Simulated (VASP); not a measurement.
# Ba2CuSO2 (P4/mmm) in VASP: single point with PBE

Aim: the single point of Ba2CuSO2 with PBE.

Everything below comes from runs of VASP 6.6.1. Logs are shortened: lines on timing, memory, paths and dates and some standing lists are left out, and cuts for length are marked.

**1. Starting point**

The structure is tetragonal, space group P4/mmm (No. 123). Conventional cell: a = 3.995 Å, b = 3.995 Å, c = 7.400 Å, α = 90.00°, β = 90.00°, γ = 90.00°. Ba (site symmetry 4mm) has 4 O at 2.76 Å as nearest neighbours. Cu (site symmetry 4/mmm) is surrounded by 4 O at 2.00 Å. Around S (site symmetry 4/mmm) lie 8 Ba at 3.35 Å and 2 Cu at 3.70 Å. O (site symmetry mmm) is surrounded by 2 Cu at 2.00 Å.

The cell comes from a database or a generator and needn't be the stable form of this composition.

**2. Single point, PBE**

File INCAR:

```
  ALGO = Fast
  EDIFF = 1E-7
  ENCUT = 520
  GGA = PE
  ISIF = 2
  ISMEAR = 1
  LASPH = T
  LCHARG = T
  LELF = T
  LREAL = F
  LVHAR = T
  LWAVE = F
  NBANDS = 34
  NELM = 100
  PREC = Accurate
  SIGMA = 0.05
```

File KPOINTS:

```
k-points
0
Gamma
  6 6 3
```

File POSCAR:

```
Ba2CuSO2
1.0
    3.9951740000      0.0000000000      0.0000000000
    0.0000000000      3.9951740000      0.0000000000
    0.0000000000      0.0000000000      7.4000870000
Ba Cu S O
2 1 1 2
Direct
    0.5000000000      0.5000000000      0.7574590000
    0.5000000000      0.5000000000      0.2425410000
    0.0000000000      0.0000000000      0.5000000000
    0.0000000000      0.0000000000      0.0000000000
    0.0000000000      0.5000000000      0.5000000000
    0.5000000000      0.0000000000      0.5000000000
```

Potentials or basis: VASP PAW PBE potentials, release 64 (Ba_sv, Cu, S, O).

Command:

```
$ cat potpaw_PBE.64/Ba_sv/POTCAR potpaw_PBE.64/Cu/POTCAR potpaw_PBE.64/S/POTCAR potpaw_PBE.64/O/POTCAR > POTCAR
$ mpirun -np 1 vasp_std > vasp.out
```

OUTCAR:

```text
EDIFF = 1E-7
   ENCUT = 520
   GGA = PE
   ISIF = 2
   ISMEAR = 1
   LASPH = T
   LREAL = F
   NELM = 100
   PREC = Accurate

 ion  position               nearest neighbor table
   1  0.500  0.500  0.757-   5 2.76   6 2.76   6 2.76   5 2.76   4 3.35   4 3.35   4 3.35   4 3.35
                             3 3.41   3 3.41   3 3.41   3 3.41   2 3.59   2 3.81
   2  0.500  0.500  0.243-   5 2.76   6 2.76   6 2.76   5 2.76   4 3.35   4 3.35   4 3.35   4 3.35
                             3 3.41   3 3.41   3 3.41   3 3.41   1 3.59   1 3.81
   3  0.000  0.000  0.500-   5 2.00   6 2.00   5 2.00   6 2.00   1 3.41   2 3.41   1 3.41   1 3.41
                             2 3.41   2 3.41   1 3.41   2 3.41
   4  0.000  0.000  0.000-   1 3.35   2 3.35   1 3.35   2 3.35   1 3.35   2 3.35   1 3.35   2 3.35

   5  0.000  0.500  0.500-   3 2.00   3 2.00   1 2.76   2 2.76   1 2.76   2 2.76
   6  0.500  0.000  0.500-   3 2.00   3 2.00   1 2.76   1 2.76   2 2.76   2 2.76

  LATTYP: Found a simple tetragonal cell.
 ALAT       =     3.9951740000
 C/A-ratio  =     1.8522564975

  Lattice vectors:

 A1 = (   3.9951740000,   0.0000000000,   0.0000000000)
 A2 = (   0.0000000000,   3.9951740000,   0.0000000000)
 A3 = (   0.0000000000,   0.0000000000,   7.4000870000)

Analysis of symmetry for initial positions (statically):
=====================================================================
 Subroutine PRICEL returns:
 Original cell was already a primitive cell.

 Routine SETGRP: Setting up the symmetry group for a
 simple tetragonal supercell.

 Subroutine GETGRP returns: Found 16 space group operations
 (whereof 16 operations were pure point group operations)
 out of a pool of 16 trial point group operations.

The static configuration has the point symmetry D_4h.

Analysis of symmetry for dynamics (positions and initial velocities):
=====================================================================
 Subroutine PRICEL returns:
 Original cell was already a primitive cell.

 Routine SETGRP: Setting up the symmetry group for a
 simple tetragonal supercell.

 Subroutine GETGRP returns: Found 16 space group operations
 (whereof 16 operations were pure point group operations)
 out of a pool of 16 trial point group operations.

The dynamic configuration has the point symmetry D_4h.

 Subroutine INISYM returns: Found 16 space group operations
 (whereof 16 operations are pure point group operations),
 and found     1 'primitive' translations

----------------------------------------------------------------------------------------

                                     Primitive cell

  volume of cell :     118.1159

  direct lattice vectors                    reciprocal lattice vectors
     3.995174000  0.000000000  0.000000000     0.250301989  0.000000000  0.000000000
     0.000000000  3.995174000  0.000000000     0.000000000  0.250301989  0.000000000
     0.000000000  0.000000000  7.400087000     0.000000000  0.000000000  0.135133546

  length of vectors
     3.995174000  3.995174000  7.400087000     0.250301989  0.250301989  0.135133546

  position of ions in fractional coordinates (direct lattice)
     0.500000000  0.500000000  0.757459000
     0.500000000  0.500000000  0.242541000
     0.000000000  0.000000000  0.500000000
     0.000000000  0.000000000  0.000000000
     0.000000000  0.500000000  0.500000000
     0.500000000  0.000000000  0.500000000

  ion indices of the primitive-cell ions
   primitive index   ion index
                 1           1
                 2           2
                 3           3
                 4           4
                 5           5
                 6           6

----------------------------------------------------------------------------------------

 KPOINTS: k-points

Automatic generation of k-mesh.
 Grid dimensions read from file:
 generate k-points for:    6    6    3

 Generating k-lattice:

  Cartesian coordinates                     Fractional coordinates (reciprocal lattice)
     0.041716998  0.000000000  0.000000000     0.166666667  0.000000000  0.000000000
     0.000000000  0.041716998  0.000000000     0.000000000  0.166666667  0.000000000
     0.000000000  0.000000000  0.045044515     0.000000000  0.000000000  0.333333333

  Length of vectors
     0.041716998  0.041716998  0.045044515

  Shift w.r.t. Gamma in fractional coordinates (k-lattice)
     0.000000000  0.000000000  0.000000000

 Subroutine IBZKPT returns following result:
 ===========================================

 Found     20 irreducible k-points:

 Following reciprocal coordinates:
            Coordinates               Weight
  0.000000  0.000000  0.000000      1.000000
  0.166667  0.000000  0.000000      4.000000
  0.333333  0.000000  0.000000      4.000000
  0.500000  0.000000  0.000000      2.000000
  0.166667  0.166667  0.000000      4.000000
  0.333333  0.166667  0.000000      8.000000
[... 12 lines left out ...]
  0.500000  0.333333  0.333333      8.000000
  0.500000  0.500000  0.333333      2.000000
   k-points           NKPTS =     20   k-points in BZ     NKDIM =     20   number of bands    NBANDS=     34
   number of dos      NEDOS =    301   number of ions     NIONS =      6
   total plane-waves  NPLWV =  50400
   dimension x,y,z NGX =    30 NGY =   30 NGZ =   56
   dimension x,y,z NGXF=    60 NGYF=   60 NGZF=  112
   ions per type =               2   1   1   2
   NGX,Y,Z   is equivalent  to a cutoff of  12.48, 12.48, 12.58 a.u.
   NGXF,Y,Z  is equivalent  to a cutoff of  24.97, 24.97, 25.16 a.u.
 SYSTEM =  unknown system
   PREC   = accura    normal or accurate (medium, high low for compatibility)
   ISTART =      0    job   : 0-new  1-cont  2-samecut
   ICHARG =      2    charge: 1-file 2-atom 10-const
   ISPIN  =      1    spin polarized calculation?
   LNONCOLLINEAR =      F non collinear calculations
   LSORBIT =      F    spin-orbit coupling
   LASPH  =      T    aspherical Exc in radial PAW
   ENCUT  =  520.0 eV  38.22 Ry    6.18 a.u.   7.43  7.43 13.76*2*pi/ulx,y,z
   NELM   =    100;   NELMIN=  2; NELMDL= -5     # of ELM steps
   EDIFF  = 0.1E-06   stopping-criterion for ELM
   LREAL  =      F    real-space projection
   EDIFFG = 0.1E-05   stopping-criterion for IOM
   NSW    =      0    number of steps for IOM
   IBRION =     -1    ionic relax: 0-MD 1-quasi-New 2-CG
   NFREE  =      0    steps in history (QN), initial steepest desc. (CG)
   ISIF   =      2    stress and relaxation
   ISYM   =      2    0-nonsym 1-usesym 2-fastsym
   POTIM  = 0.5000    time-step for ionic-motion
   TEBEG  =    0.0;   TEEND  =   0.0 temperature during run
   PSTRESS=    0.0 pullay stress
   NELECT =      49.0000    total number of electrons
   NUPDOWN=      -1.0000    fix difference up-down
   EMIN   =  10.00;   EMAX   =-10.00  energy-range for DOS
   EFERMI =   0.00;   METHOD = LEGACY
   ISMEAR =     1;   SIGMA  =   0.05  broadening in eV -4-tet -1-fermi 0-gaus
   EFERMI_NEDOS =   21; number of points for ismear=-14 and -15
   IALGO  =     68    algorithm
   IMIX   =      4    mixing-type and parameters
     AMIX     =   0.40;   BMIX     =  1.00
     AMIX_MAG =   1.60;   BMIX_MAG =  1.00
  volume/ion in A,a.u.               =      19.69       132.85
  Fermi-wavevector in a.u.,A,eV,Ry     =   1.220968  2.307294 20.283045  1.490762
  Thomas-Fermi vector in A             =   2.356166
   LORBIT       =      0    0 simple, 1 ext, 2 COOP (PROOUT), +10 PAW based schemes
   GGA     = PE    functional components
   LHFCALC =     F    Hartree Fock is set to
   AEXX    =    0.0000 exact exchange contribution
   IVDW    =     0    specifies the selected vdW correction
   LEPSILON=     F    determine dielectric tensor
   LRPA    =     F    only Hartree local field effects (RPA)
 non-spin polarized calculation
 RMM-DIIS sequential band-by-band and
 Methfessel and Paxton  Order N= 1 SIGMA  =   0.05
  energy-cutoff  :      520.00
  volume of cell :      118.12
 maximum number of plane-waves:      3219
 NGX is ok and might be reduce to    30
   NGX = 15   NGY = 15   NGZ = 27

 number of electron      49.0000013 magnetization

 Free energy of the ion-electron system (eV)
  ---------------------------------------------------
  ext. energy  EPLUGINS =         0.00000000
  ---------------------------------------------------
  free energy    TOTEN  =       -32.01039976 eV

  energy without entropy =      -32.00800243  energy(sigma->0) =      -32.00960065

 E-fermi :   3.0935     XC(G=0):  -9.9698

 val. band max:        3.0878581571   @ k =   0.3333   0.1667   0.0000
 cond. band min:       3.1075951273   @ k =   0.3333   0.1667   0.3333
 fundamental gap:      0.0197369703
 Fermi energy:         3.0935371322

 k-point     1 :       0.0000    0.0000    0.0000
  band No.  band energies     occupation
      1     -23.3893      2.00000
      2     -23.2226      2.00000
      3     -14.6959      2.00000
      4     -13.5591      2.00000
      5      -9.1079      2.00000
      6      -8.4117      2.00000
[... 26 lines left out ...]
     33      10.3576      0.00000
     34      10.4114      0.00000

 k-point     2 :       0.1667    0.0000    0.0000
  band No.  band energies     occupation
      1     -23.3707      2.00000
      2     -23.2083      2.00000
      3     -14.6210      2.00000
      4     -13.6324      2.00000
      5      -9.2271      2.00000
      6      -8.4028      2.00000
[... 26 lines left out ...]
     33       9.4497      0.00000
     34      10.6061      0.00000

 k-point     3 :       0.3333    0.0000    0.0000
  band No.  band energies     occupation
      1     -23.3329      2.00000
      2     -23.1795      2.00000
      3     -14.4285      2.00000
      4     -13.8279      2.00000
      5      -9.2845      2.00000
      6      -8.7872      2.00000
[... 26 lines left out ...]
     33       9.2542      0.00000
     34      10.1249      0.00000

 k-point     4 :       0.5000    0.0000    0.0000
  band No.  band energies     occupation
      1     -23.3138      2.00000
      2     -23.1649      2.00000
      3     -14.2571      2.00000
      4     -14.0033      2.00000
      5      -9.1819      2.00000
      6      -8.9674      2.00000
[... 26 lines left out ...]
     33       9.0918      0.00000
     34       9.6381      0.00000

 k-point     5 :       0.1667    0.1667    0.0000
  band No.  band energies     occupation
      1     -23.3524      2.00000
      2     -23.1942      2.00000
      3     -14.5503      2.00000
      4     -13.6917      2.00000
      5      -9.2952      2.00000
      6      -8.4473      2.00000
[... 473 lines left out ...]
 k-point    18 :       0.3333    0.3333    0.3333
  band No.  band energies     occupation
      1     -23.2475      2.00000
      2     -23.1712      2.00000
      3     -14.2246      2.00000
      4     -13.9366      2.00000
      5      -9.0893      2.00000
      6      -8.8716      2.00000
[... 26 lines left out ...]
     33       9.8287      0.00000
     34      10.1848      0.00000

 k-point    19 :       0.5000    0.3333    0.3333
  band No.  band energies     occupation
      1     -23.2309      2.00000
      2     -23.1555      2.00000
      3     -14.1039      2.00000
      4     -14.0331      2.00000
      5      -9.0992      2.00000
      6      -8.9241      2.00000
[... 26 lines left out ...]
     33      10.5704      0.00000
     34      10.7669      0.00000

 k-point    20 :       0.5000    0.5000    0.3333
  band No.  band energies     occupation
      1     -23.2147      2.00000
      2     -23.1400      2.00000
      3     -14.0510      2.00000
      4     -14.0510      2.00000
      5      -8.9645      2.00000
      6      -8.9645      2.00000
[... 26 lines left out ...]
     33      11.3708      0.00000
     34      11.8509      0.00000

------------------------ aborting loop because EDIFF is reached ----------------------------------------

  FORCE on cell =-STRESS in cart. coord.  units (eV):
  Direction    XX          YY          ZZ          XY          YZ          ZX
  --------------------------------------------------------------------------------------
  -------------------------------------------------------------------------------------
  Total        0.7917961      0.7917961      0.5027828      0.0000000     -0.0000000      0.0000000
  in kB       10.7402834     10.7402834      6.8199747      0.0000000     -0.0000000      0.0000000
  external PRESSURE =       9.4335138 kB  Pullay stress =       0.0000000 kB

 VOLUME and BASIS-vectors are now :
 -----------------------------------------------------------------------------
  energy-cutoff  :      520.00
  volume of cell :      118.12
      direct lattice vectors                 reciprocal lattice vectors
     3.995174000  0.000000000  0.000000000     0.250301989  0.000000000  0.000000000
     0.000000000  3.995174000  0.000000000     0.000000000  0.250301989  0.000000000
     0.000000000  0.000000000  7.400087000     0.000000000  0.000000000  0.135133546

 POSITION                                       TOTAL-FORCE (eV/Angst)
 -----------------------------------------------------------------------------------
      1.99759      1.99759      5.60526         0.000000     -0.000000     -0.130639
      1.99759      1.99759      1.79482        -0.000000      0.000000      0.130639
      0.00000      0.00000      3.70004         0.000000      0.000000     -0.000000
      0.00000      0.00000      0.00000         0.000000      0.000000     -0.000000
      0.00000      1.99759      3.70004         0.000000      0.000000     -0.000000
      1.99759      0.00000      3.70004         0.000000      0.000000     -0.000000
 -----------------------------------------------------------------------------------
    total drift:                                0.000000      0.000000      0.000000

  FREE ENERGIE OF THE ION-ELECTRON SYSTEM (eV)
  ---------------------------------------------------
  free  energy   TOTEN  =       -32.0103997572 eV

  energy  without entropy=      -32.0080024334  energy(sigma->0) =      -32.00960065
```

Run time: 2.4 min. Hardware: 1 thread of AMD EPYC 9R45 (Zen 5), shared host; peak memory 0.24 GiB.

What came out:

```yaml
Free_energy: -32.0104 eV
Pressure: 0.9 GPa
Largest_force: 0.131 eV/Å
Band_gap_on_the_k_mesh: none (metal or under the smearing width)
```

Forces on the atoms (eV/Å):
```
Ba   0.000  0.000 -0.131
Ba   0.000  0.000  0.131
Cu   0.000  0.000  0.000
S    0.000  0.000  0.000
O    0.000  0.000  0.000
O    0.000  0.000  0.000
```

Stress tensor (GPa, compression positive):
```
1.07 0.00 0.00
0.00 1.07 0.00
0.00 0.00 0.68
```

Caveat: an odd number of electrons without spin polarisation forces a metal; a magnetic or distorted state may lie lower; the run has no spin polarisation, though such a crystal can be magnetic; semilocal functionals often make such compounds metallic where correlation or magnetic order opens a gap, which also shifts bond lengths. The run has no spin-orbit coupling, so splittings on Ba are missing.
